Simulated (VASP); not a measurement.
VASP runs on CdF₂ (fluorite) share one base input (PBE GGA, plane waves, VASP's PBE PAW potentials (set 64)) and change the settings named in each case.

**INCAR**
```
ISMEAR = 0
SIGMA = 0.05   ! width (eV)
LCHARG = F
EDIFF = 1E-6   ! SCF stop (eV)
PREC = Accurate
ENCUT = 520   ! plane-wave cut-off (eV)
SYSTEM = CdF2
LMAXMIX = 4   ! l cut-off of mixed one-centre charges
ALGO = Normal   ! blocked Davidson
NELM = 100   ! most electronic steps
LASPH = T
LREAL = F   ! projection in real space or not
GGA = PE   ! PBE
ISIF = 2
LWAVE = F
```

File KPOINTS:
```
Automatic mesh
0
Gamma
6 6 6
0 0 0
```

File POSCAR:
```
CdF2
1
    0.0000000000     2.7489000000     2.7489000000
    2.7489000000     0.0000000000     2.7489000000
    2.7489000000     2.7489000000     0.0000000000
Cd F
1 2
Direct
  0.0000000000   0.0000000000   0.0000000000
  0.2500000000   0.2500000000   0.2500000000
  0.7500000000   0.7500000000   0.7500000000
```

POTCAR, in this order: Cd F (PBE.64 set). Program: vasp_std.

| change | E(σ→0) (eV/atom) | plane waves |
|---|---|---|
| base run | -3.6354 | 1139 |
| PREC = Low | -3.6389 | 1139 |
| PREC = Normal | -3.6354 | 1139 |
| PREC = Single | -3.6363 | 1139 |
| ADDGRID = .TRUE. | -3.6354 | 1139 |
| LASPH = .FALSE. | -3.6353 | 1139 |
| LREAL = Auto | -3.6360 | 1139 |

Left out are runs that ran out of time, are held back, or changed the cell or the kind of run, fixed moments of cells without a moment, rows past the twelfth, gaps on odd meshes, pressures of charged cells and columns that move by less than the noise.

The compound is CdF2 in the fluorite structure. The cell was not relaxed at this level.
